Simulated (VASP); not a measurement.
Calculation: AM05 GGA, VASP's PBE PAW potentials (set 64) (plane waves; VASP).

Input for VASP

KPOINTS:
```
Automatic mesh
0
Gamma
11 11 6
0 0 0
```

File POSCAR:
```
Lu
1
    1.7326836810    -3.0010962531     0.0000000000
    1.7326836810     3.0010962531     0.0000000000
   -0.0000000000    -0.0000000000     5.3995988955
Lu
2
Direct
  0.3333330000   0.6666670000   0.2500000000
  0.6666670000   0.3333330000   0.7500000000
```

INCAR:
```
! general
SYSTEM =Lu
PREC   =Accurate
ENCUT  =520
LREAL  =F
LASPH  =T

! electronic loop
EDIFF  =1E-6
NELM   =100
ALGO   =Normal
LMAXMIX=6

! smearing
ISMEAR =1
SIGMA  =0.1

! functional
GGA    =AM

! ions
IBRION =2
NSW    =60
ISIF   =3
EDIFFG =-0.01

! output
LWAVE  =F
LCHARG =F
```

POTCAR, in this order: Lu_3 (PBE.64 set). Program: vasp_std.

Output of the run:

### OUTCAR
```
 ion  position               nearest neighbor table
   1  0.333  0.667  0.250-   2 3.36   2 3.36   2 3.36   2 3.36   2 3.36   2 3.36
   2  0.667  0.333  0.750-   1 3.36   1 3.36   1 3.36   1 3.36   1 3.36   1 3.36
  LATTYP: Found a hexagonal cell.
 ALAT       =     3.4653674349
 C/A-ratio  =     1.5581605694
 Subroutine PRICEL returns:
 Original cell was already a primitive cell.
 Subroutine GETGRP returns: Found 24 space group operations
The static configuration has the point symmetry D_3d.
 The point group associated with its full space group is D_6h.
The dynamic configuration has the point symmetry D_3d.
 Subroutine INISYM returns: Found 24 space group operations
 Subroutine IBZKPT returns following result:
 Found     64 irreducible k-points:

 Following reciprocal coordinates:
            Coordinates               Weight
  0.000000  0.000000  0.000000      1.000000
  0.090909  0.000000  0.000000      6.000000
  0.181818 -0.000000  0.000000      6.000000
  0.272727 -0.000000  0.000000      6.000000
  0.363636 -0.000000  0.000000      6.000000
  0.454545  0.000000  0.000000      6.000000
  0.090909  0.090909  0.000000      6.000000
...
```

OSZICAR:
```
       N       E                     dE             d eps       ncg     rms          rms(c)
DAV:   1     0.423731559960E+02    0.42373E+02   -0.87130E+03  2956   0.151E+03
DAV:   2    -0.706645741161E+01   -0.49440E+02   -0.48305E+02  2846   0.708E+02
DAV:   3    -0.924437044091E+01   -0.21779E+01   -0.20540E+01  2930   0.640E+01
DAV:   4    -0.934847663199E+01   -0.10411E+00   -0.98788E-01  3056   0.931E+00
DAV:   5    -0.935185566955E+01   -0.33790E-02   -0.33815E-02  2839   0.187E+00    0.260E+01
DAV:   6    -0.933257749981E+01    0.19278E-01   -0.36257E-02  2781   0.435E+00    0.154E+01
DAV:   7    -0.933507686615E+01   -0.24994E-02   -0.66283E-02  2713   0.562E+00    0.372E-01
DAV:   8    -0.933484674743E+01    0.23012E-03   -0.39696E-03  2731   0.996E-01    0.101E-01
DAV:   9    -0.933483677376E+01    0.99737E-05   -0.21984E-04  2848   0.244E-01    0.268E-02
DAV:  10    -0.933483444941E+01    0.23244E-05   -0.16800E-05  2843   0.601E-02    0.231E-02
DAV:  11    -0.933483437466E+01    0.74745E-07   -0.41456E-07  1597   0.153E-02
   1 F= -.93348344E+01 E0= -.93356818E+01  d E =-.933483E+01
```

**OUTCAR**
```
------------------------ aborting loop because EDIFF is reached ----------------------------------------
  FORCE on cell =-STRESS in cart. coord.  units (eV):
  Direction    XX          YY          ZZ          XY          YZ          ZX
  --------------------------------------------------------------------------------------
  Total       -0.0190123     -0.0190123     -0.0111336      0.0000000     -0.0000000     -0.0000000
  in kB       -0.5424439     -0.5424439     -0.3176552      0.0000000     -0.0000000     -0.0000000
  external PRESSURE =      -0.4675143 kB  Pullay stress =       0.0000000 kB
  volume of cell :       56.16
      direct lattice vectors                 reciprocal lattice vectors
     1.732683681 -3.001096253  0.000000000     0.288569694 -0.166605786  0.000000000
     1.732683681  3.001096253  0.000000000     0.288569694  0.166605786  0.000000000
     0.000000000  0.000000000  5.399598895     0.000000000  0.000000000  0.185198942
 POSITION                                       TOTAL-FORCE (eV/Angst)
 -----------------------------------------------------------------------------------
      1.73268      1.00037      1.34990        -0.000000      0.000000      0.000000
      1.73268     -1.00037      4.04970         0.000000     -0.000000      0.000000
 -----------------------------------------------------------------------------------
    total drift:                               -0.000001      0.000067     -0.000012
  FREE ENERGIE OF THE ION-ELECTRON SYSTEM (eV)
  ---------------------------------------------------
  free  energy   TOTEN  =        -9.3348343747 eV

  energy  without entropy=       -9.3373765032  energy(sigma->0) =       -9.33568175

 reached required accuracy - stopping structural energy minimisation
```
(Selected blocks of OUTCAR.)

The compound is Lu in the hcp structure. It was relaxed first. The start is the result of an earlier pass.
